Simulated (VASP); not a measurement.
Given:

```
CELL_PARAMETERS angstrom
      2.47436     0.00000     0.00000
     -1.23718     2.14286     0.00000
      0.00000     0.00000     4.01735
ATOMIC_POSITIONS crystal
  Ni 0.33333 0.66667 0.25000
  Ni 0.66667 0.33333 0.75000
```
Starting moments (μB, in the order of the record's atoms Ni Ni): 2.0 2.0.

All values below come from LDA (Ceperley-Alder, Perdew-Zunger), VASP's LDA PAW potentials (set 64) (plane waves; VASP). Settings: 300 eV cut-off, 13×13×7 Γ-centred mesh, Fermi-Dirac smearing of 0.10 eV, potentials Ni.

At this cut-off the stress carries a Pulay error, which pulls relaxed volumes low. Energy and stress use the plane-wave basis of the starting cell.

Problem. The ions, cell shape and volume are relaxed. Which structure does the run end with?

Solution. 
```
CELL_PARAMETERS angstrom
      2.41985     0.00000     0.00000
     -1.20992     2.09565     0.00000
      0.00000     0.00000     3.96872
ATOMIC_POSITIONS crystal
  Ni 0.33333 0.66667 0.25000
  Ni 0.66667 0.33333 0.75000
```
Space group P6_3/mmc (194), at a tolerance of 0.03 Å. The cell ends with 1.14 μB, on the sites 0.57 0.57 μB.

Problem. How do energy and volume change from the first to the last step?

Solution. The energy (σ→0) changes by -25.6 meV/atom and the volume by -5.5 %, in 6 ionic steps.

```json
[
 {"step": "1", "E(σ→0) (eV)": "-13.0853", "max force (eV/Å)": "0.000", "pressure (GPa)": "-12.43", "volume (Å³)": "21.30"},
 {"step": "2", "E(σ→0) (eV)": "-13.0670", "max force (eV/Å)": "0.000", "pressure (GPa)": "19.17", "volume (Å³)": "18.85"},
 {"step": "3", "E(σ→0) (eV)": "-13.1358", "max force (eV/Å)": "0.000", "pressure (GPa)": "-0.01", "volume (Å³)": "20.15"},
 {"step": "4", "E(σ→0) (eV)": "-13.1359", "max force (eV/Å)": "0.000", "pressure (GPa)": "0.16", "volume (Å³)": "20.12"},
 {"step": "5", "E(σ→0) (eV)": "-13.1364", "max force (eV/Å)": "0.000", "pressure (GPa)": "0.12", "volume (Å³)": "20.13"},
 {"step": "6", "E(σ→0) (eV)": "-13.1365", "max force (eV/Å)": "0.000", "pressure (GPa)": "0.10", "volume (Å³)": "20.13"}
]
```

The structure was generated: Ni was put into an ordered model structure, which need not be its known phase. This run relaxes it. Symmetry was kept, so distortions that lower it aren't found. The run is one of a series of settings (EDIFFG = -0.01, IBRION = 2, ISIF = 3, NSW = 50 against the base run), some of them coarse on purpose.
